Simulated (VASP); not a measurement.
# Na2Al2O (R-3m) in VASP: further runs

One crystal, Na2Al2O, is run at these levels: PBE; tasks: single point.

Program: VASP 6.6.1. These are calculated values, not measurements. Logs are shortened: lines on timing, memory, paths and dates and some standing lists are left out, and cuts for length are marked.

## 1. The cell of the first run

Symmetry: R-3m, No. 166, trigonal system. Conventional cell: a = 4.414 Å, b = 4.414 Å, c = 19.751 Å, α = 90.00°, β = 90.00°, γ = 120.00°. Na (site symmetry 3m) has 1 O at 2.23 Å as nearest neighbours. Al (site symmetry 3m) is surrounded by 3 O at 2.58 Å and 3 Al at 2.67 Å. O (site symmetry -3m) has 2 Na at 2.23 Å as nearest neighbours.

The cell was built by a generator and needn't be a form met in nature.

## 2. Single point, PBE, collinear spin, typed start (random cell by space group and Wyckoff sites (R-3m, No. 166))

File INCAR:

```
SYSTEM = Na2Al2O
PREC = Accurate ; ENCUT = 520
EDIFF = 1E-6 ; ISMEAR = 0
SIGMA = 0.1 ; LREAL = .FALSE.
LASPH = .TRUE. ; NELM = 150
ALGO = Fast ; ISIF = 2
LWAVE = .FALSE. ; LCHARG = .FALSE.
ISPIN = 2 ; MAGMOM = 0 0 0 0 1
LORBIT = 11 ; GGA = PE
NBANDS = 25
```

File KPOINTS:

```
Automatic mesh
0
G
  6 6 6
  0 0 0
```

File POSCAR:

```
Na2Al2O
1.0
    2.2071152907      1.2742786072      6.5837210599
   -2.2071152907      1.2742786072      6.5837210599
    0.0000000000     -2.5485572145      6.5837210599
Na Al O
2 2 1
Direct
    0.6131387625      0.6131387625      0.6131387625
    0.3868612375      0.3868612375      0.3868612375
    0.1870339961      0.1870339961      0.1870339961
    0.8129660039      0.8129660039      0.8129660039
    0.5000000000      0.5000000000      0.5000000000
```

Potentials or basis: VASP PAW PBE potentials, release 64 (Na_pv, Al, O).

Started as:

```console
> cat potpaw_PBE.64/Na_pv/POTCAR potpaw_PBE.64/Al/POTCAR potpaw_PBE.64/O/POTCAR > POTCAR
> mpirun -np 1 vasp_std > vasp.out
```

OUTCAR:

```text
SYSTEM = Na2Al2O
   PREC = Accurate
   ENCUT = 520
   EDIFF = 1E-6
   ISMEAR = 0
   LREAL = .FALSE.
   LASPH = .TRUE.
   NELM = 150
   ISIF = 2
   ISPIN = 2
   LORBIT = 11
   GGA = PE

 ion  position               nearest neighbor table
   1  0.613  0.613  0.613-   5 2.23
   2  0.387  0.387  0.387-   5 2.23
   3  0.187  0.187  0.187-   5 2.58   5 2.58   5 2.58   4 2.67   4 2.67   4 2.67
   4  0.813  0.813  0.813-   5 2.58   5 2.58   5 2.58   3 2.67   3 2.67   3 2.67
   5  0.500  0.500  0.500-   1 2.23   2 2.23   3 2.58   3 2.58   4 2.58   4 2.58   3 2.58   4 2.58

  LATTYP: Found a trigonal (rhomboedric) cell.
 ALAT       =     7.0597823529
 COS(alpha) =     0.8045222147

  Lattice vectors:

 A1 = (   2.2071152907,   1.2742786072,   6.5837210599)
 A2 = (  -2.2071152907,   1.2742786072,   6.5837210599)
 A3 = (   0.0000000000,  -2.5485572145,   6.5837210599)

Analysis of symmetry for initial positions (statically):
=====================================================================
 Subroutine PRICEL returns:
 Original cell was already a primitive cell.

 Routine SETGRP: Setting up the symmetry group for a
 trigonal (rhombohedral) supercell.

 Subroutine GETGRP returns: Found 12 space group operations
 (whereof 12 operations were pure point group operations)
 out of a pool of 12 trial point group operations.

The static configuration has the point symmetry D_3d.

Analysis of symmetry for dynamics (positions and initial velocities):
=====================================================================
 Subroutine PRICEL returns:
 Original cell was already a primitive cell.

 Routine SETGRP: Setting up the symmetry group for a
 trigonal (rhombohedral) supercell.

 Subroutine GETGRP returns: Found 12 space group operations
 (whereof 12 operations were pure point group operations)
 out of a pool of 12 trial point group operations.

The dynamic configuration has the point symmetry D_3d.

Analysis of structural, dynamic, and magnetic symmetry:
=====================================================================
 Subroutine PRICEL returns:
 Original cell was already a primitive cell.

 Routine SETGRP: Setting up the symmetry group for a
 trigonal (rhombohedral) supercell.

 Subroutine GETGRP returns: Found 12 space group operations
 (whereof 12 operations were pure point group operations)
 out of a pool of 12 trial point group operations.

The overall configuration has the point symmetry D_3d.

 Subroutine INISYM returns: Found 12 space group operations
 (whereof 12 operations are pure point group operations),
 and found     1 'primitive' translations

----------------------------------------------------------------------------------------

                                     Primitive cell

  volume of cell :     111.0995

  direct lattice vectors                    reciprocal lattice vectors
     2.207115291  1.274278607  6.583721060     0.226540046  0.130792957  0.050629930
    -2.207115291  1.274278607  6.583721060    -0.226540046  0.130792957  0.050629930
     0.000000000 -2.548557215  6.583721060     0.000000000 -0.261585913  0.050629930

  length of vectors
     7.059782353  7.059782353  7.059782353     0.266440575  0.266440575  0.266440575

  position of ions in fractional coordinates (direct lattice)
     0.613138763  0.613138763  0.613138763
     0.386861237  0.386861237  0.386861237
     0.187033996  0.187033996  0.187033996
     0.812966004  0.812966004  0.812966004
     0.500000000  0.500000000  0.500000000

  ion indices of the primitive-cell ions
   primitive index   ion index
                 1           1
                 2           2
                 3           3
                 4           4
                 5           5

----------------------------------------------------------------------------------------

 KPOINTS: Automatic mesh

Automatic generation of k-mesh.
 Grid dimensions read from file:
 generate k-points for:    6    6    6

 Generating k-lattice:

  Cartesian coordinates                     Fractional coordinates (reciprocal lattice)
     0.037756674  0.021798826  0.008438322     0.166666667  0.000000000  0.000000000
    -0.037756674  0.021798826  0.008438322     0.000000000  0.166666667  0.000000000
     0.000000000 -0.043597652  0.008438322     0.000000000  0.000000000  0.166666667

  Length of vectors
     0.044406762  0.044406762  0.044406762

  Shift w.r.t. Gamma in fractional coordinates (k-lattice)
     0.000000000  0.000000000  0.000000000

 Subroutine IBZKPT returns following result:
 ===========================================

 Found     32 irreducible k-points:

 Following reciprocal coordinates:
            Coordinates               Weight
  0.000000  0.000000  0.000000      1.000000
  0.166667 -0.000000  0.000000      6.000000
  0.333333 -0.000000  0.000000      6.000000
  0.500000 -0.000000  0.000000      3.000000
  0.166667  0.166667  0.000000      6.000000
  0.333333  0.166667  0.000000     12.000000
[... 16 lines left out ...]
  0.500000  0.500000  0.166667      6.000000
 -0.333333  0.500000  0.166667     12.000000
 [... further k-points ...]
   k-points           NKPTS =     32   k-points in BZ     NKDIM =     32   number of bands    NBANDS=     25
   number of dos      NEDOS =    301   number of ions     NIONS =      5
   total plane-waves  NPLWV = 157464
   dimension x,y,z NGX =    54 NGY =   54 NGZ =   54
   dimension x,y,z NGXF=   108 NGYF=  108 NGZF=  108
   ions per type =               2   2   1
   NGX,Y,Z   is equivalent  to a cutoff of  12.72, 12.72, 12.72 a.u.
   NGXF,Y,Z  is equivalent  to a cutoff of  25.43, 25.43, 25.43 a.u.
 SYSTEM =  Na2Al2O
   PREC   = accura    normal or accurate (medium, high low for compatibility)
   ISTART =      0    job   : 0-new  1-cont  2-samecut
   ICHARG =      2    charge: 1-file 2-atom 10-const
   ISPIN  =      2    spin polarized calculation?
   LNONCOLLINEAR =      F non collinear calculations
   LSORBIT =      F    spin-orbit coupling
   LASPH  =      T    aspherical Exc in radial PAW
   ENCUT  =  520.0 eV  38.22 Ry    6.18 a.u.  13.13 13.13 13.13*2*pi/ulx,y,z
   NELM   =    150;   NELMIN=  2; NELMDL= -5     # of ELM steps
   EDIFF  = 0.1E-05   stopping-criterion for ELM
   LREAL  =      F    real-space projection
[... 11 lines left out ...]
   EMIN   =  10.00;   EMAX   =-10.00  energy-range for DOS
   EFERMI =   0.00;   METHOD = LEGACY
   ISMEAR =     0;   SIGMA  =   0.10  broadening in eV -4-tet -1-fermi 0-gaus
   EFERMI_NEDOS =   21; number of points for ismear=-14 and -15
   IALGO  =     68    algorithm
   IMIX   =      4    mixing-type and parameters
     AMIX     =   0.40;   BMIX     =  1.00
     AMIX_MAG =   1.60;   BMIX_MAG =  1.00
  volume/ion in A,a.u.               =      22.22       149.95
  Fermi-wavevector in a.u.,A,eV,Ry     =   1.008855  1.906459 13.847841  1.017788
  Thomas-Fermi vector in A             =   2.141747
   LORBIT       =     11    0 simple, 1 ext, 2 COOP (PROOUT), +10 PAW based schemes
   GGA     = PE    functional components
   LHFCALC =     F    Hartree Fock is set to
   AEXX    =    0.0000 exact exchange contribution
   IVDW    =     0    specifies the selected vdW correction
   LEPSILON=     F    determine dielectric tensor
   LRPA    =     F    only Hartree local field effects (RPA)
 spin polarized calculation
 RMM-DIIS sequential band-by-band and
 Gauss-broadening in eV      SIGMA  =   0.10
  energy-cutoff  :      520.00
  volume of cell :      111.10
 maximum number of plane-waves:      3021
 NGX is ok and might be reduce to    54
   NGX = 27   NGY = 27   NGZ = 27

 number of electron      25.9999994 magnetization      -0.0000390

 number of electron      25.9999993 magnetization       0.0001704

 Free energy of the ion-electron system (eV)
  ---------------------------------------------------
  ext. energy  EPLUGINS =         0.00000000
  ---------------------------------------------------
  free energy    TOTEN  =       -15.67623142 eV

  energy without entropy =      -15.66972623  energy(sigma->0) =      -15.67297882

 E-fermi :   2.3697     XC(G=0):  -8.0897

 val. band max:        2.3183748460   @ k =  -0.1667   0.5000   0.1667
 cond. band min:       2.3872745895   @ k =  -0.1667   0.5000   0.1667
 fundamental gap:      0.0688997435
 Fermi energy:         2.3697263730

 spin component 1

 k-point     1 :       0.0000    0.0000    0.0000
  band No.  band energies     occupation
      1     -21.7242      1.00000
      2     -21.7242      1.00000
      3     -21.7036      1.00000
      4     -21.7036      1.00000
      5     -21.6906      1.00000
      6     -21.6399      1.00000
[... 17 lines left out ...]
     24      10.5912      0.00000
     25      10.8798      0.00000
[... 621 lines left out ...]
      3     -21.7180      1.00000
      4     -21.7015      1.00000
      5     -21.6630      1.00000
      6     -21.6555      1.00000
[... 17 lines left out ...]
     24      11.5952      0.00000
     25      12.3499      0.00000

 [... further k-points ...]

 spin component 2

 k-point     1 :       0.0000    0.0000    0.0000
  band No.  band energies     occupation
      1     -21.7242      1.00000
      2     -21.7242      1.00000
      3     -21.7036      1.00000
      4     -21.7036      1.00000
      5     -21.6906      1.00000
      6     -21.6399      1.00000
[... 17 lines left out ...]
     24      10.5913      0.00000
     25      10.8799      0.00000
[... 621 lines left out ...]
      3     -21.7180      1.00000
      4     -21.7015      1.00000
      5     -21.6631      1.00000
      6     -21.6555      1.00000
[... 17 lines left out ...]
     24      11.5963      0.00000
     25      12.4343      0.00000

 [... further k-points ...]

------------------------ aborting loop because EDIFF is reached ----------------------------------------

  FORCE on cell =-STRESS in cart. coord.  units (eV):
  Direction    XX          YY          ZZ          XY          YZ          ZX
  --------------------------------------------------------------------------------------
  -------------------------------------------------------------------------------------
  Total       -0.2621600     -0.2621600      0.0815602      0.0000000     -0.0000000     -0.0000000
  in kB       -3.7806366     -3.7806366      1.1761888      0.0000000     -0.0000000     -0.0000000
  external PRESSURE =      -2.1283615 kB  Pullay stress =       0.0000000 kB

 VOLUME and BASIS-vectors are now :
 -----------------------------------------------------------------------------
  energy-cutoff  :      520.00
  volume of cell :      111.10
      direct lattice vectors                 reciprocal lattice vectors
     2.207115291  1.274278607  6.583721060     0.226540046  0.130792957  0.050629930
    -2.207115291  1.274278607  6.583721060    -0.226540046  0.130792957  0.050629930
     0.000000000 -2.548557215  6.583721060     0.000000000 -0.261585913  0.050629930

 POSITION                                       TOTAL-FORCE (eV/Angst)
 -----------------------------------------------------------------------------------
      0.00000     -0.00000     12.11020        -0.000000     -0.000000      0.016888
      0.00000     -0.00000      7.64096        -0.000000      0.000000     -0.016888
      0.00000     -0.00000      3.69414        -0.000000      0.000000     -0.014954
      0.00000     -0.00000     16.05702        -0.000000     -0.000000      0.014954
      0.00000     -0.00000      9.87558         0.000000      0.000000     -0.000000
 -----------------------------------------------------------------------------------
    total drift:                               -0.000000     -0.000000      0.000000

  FREE ENERGIE OF THE ION-ELECTRON SYSTEM (eV)
  ---------------------------------------------------
  free  energy   TOTEN  =       -15.6762314206 eV

  energy  without entropy=      -15.6697262264  energy(sigma->0) =      -15.67297882

 total charge

# of ion       s       p       d       tot
------------------------------------------
    1        0.075   5.988   0.000   6.063
    2        0.075   5.988   0.000   6.063
    3        0.519   0.241   0.000   0.760
    4        0.519   0.241   0.000   0.760
    5        1.597   3.270   0.000   4.866
--------------------------------------------------
tot          2.784  15.729   0.000  18.513

 magnetization (x)

# of ion       s       p       d       tot
------------------------------------------
    1       -0.000   0.000   0.000  -0.000
    2       -0.000   0.000   0.000  -0.000
    3       -0.000   0.000   0.000   0.000
    4       -0.000   0.000   0.000   0.000
    5        0.000  -0.000   0.000  -0.000
--------------------------------------------------
tot         -0.000  -0.000   0.000  -0.000
```

Run time: 6.8 min. Hardware: 1 thread of Intel Xeon Platinum 8375C at 2.90GHz (Ice Lake), shared host; peak memory 0.56 GiB.

What came out:

* Free energy: -15.6762 eV
* Pressure: -0.2 GPa
* Largest force: 0.017 eV/Å
* Band gap on the k mesh: none (metal or under the smearing width)
* Net moment: 0.00 μB per cell
* Valence electrons inside the program's atomic spheres: Na 6.06; Al 0.76; O 4.87

Forces in eV/Å, atoms in the order of the input:
```
Na   0.000  0.000  0.017
Na   0.000  0.000 -0.017
Al   0.000  0.000 -0.015
Al   0.000  0.000  0.015
O    0.000  0.000  0.000
```

## 3. Single point, PBE (random cell by space group and Wyckoff sites (R-3m, No. 166))

File INCAR:

```
ALGO = Fast
EDIFF = 1E-6
ENCUT = 520
GGA = PE
ISIF = 2
ISMEAR = 0
LASPH = True
LCHARG = True
LELF = True
LREAL = False
LVHAR = True
LWAVE = False
NBANDS = 21
NELM = 100
PREC = Accurate
SIGMA = 0.1
```

File KPOINTS:

```
k-points
0
Gamma
  12 12 12
```

File POSCAR:

```
Na2Al2O
1.0
    2.1477433070      1.2400001765      6.8905452201
   -2.1477433070      1.2400001765      6.8905452201
    0.0000000000     -2.4800003530      6.8905452201
Na Al O
2 2 1
Direct
    0.6115763426      0.6115763426      0.6115763426
    0.3884236574      0.3884236574      0.3884236574
    0.1912175484      0.1912175484      0.1912175484
    0.8087824516      0.8087824516      0.8087824516
    0.5000000000      0.5000000000      0.5000000000
```

Potentials or basis: VASP PAW PBE potentials, release 64 (Na_pv, Al, O).

Started as:

```console
> cat potpaw_PBE.64/Na_pv/POTCAR potpaw_PBE.64/Al/POTCAR potpaw_PBE.64/O/POTCAR > POTCAR
> mpirun -np 1 vasp_std > vasp.out
```

Run time: 12 min. Hardware: 1 thread of AMD EPYC 9R45 (Zen 5), shared host; peak memory 0.6 GiB.

Results (log left out):

```
Free energy            : -15.6960 eV
Pressure               : 0.0 GPa
Largest force          : 0.014 eV/Å
Band gap on the k mesh : none (metal or under the smearing width)
```

Forces in eV/Å, atoms in the order of the input:
```
Na   0.000  0.000  0.014
Na   0.000  0.000 -0.014
Al   0.000  0.000 -0.005
Al   0.000  0.000  0.005
O    0.000  0.000  0.000
```

Stress tensor (GPa, compression positive):
```
-0.03  0.00  0.00
 0.00 -0.03  0.00
 0.00  0.00  0.09
```

Levels at points of the mesh, in eV from the Fermi level:
```
           k point  band 9  band 10  band 11  band 12  band 13  band 14  band 15  band 16  band 17  band 18
(0.00, 0.00, 0.00)   -4.39    -3.89    -3.89    -1.47    -0.72     0.95     0.95     3.34     4.78     5.90
(0.50, 0.00, 0.00)   -4.46    -3.48    -3.40    -0.95    -0.68     1.15     1.60     1.89     2.58     4.03
(0.50, 0.50, 0.00)   -4.46    -3.53    -3.31    -1.21    -0.77     0.59     2.50     2.58     3.78     4.49
(0.50, 0.50, 0.50)   -4.71    -3.89    -3.89    -1.75     0.94     0.94     1.40     1.91     3.34     5.81
```
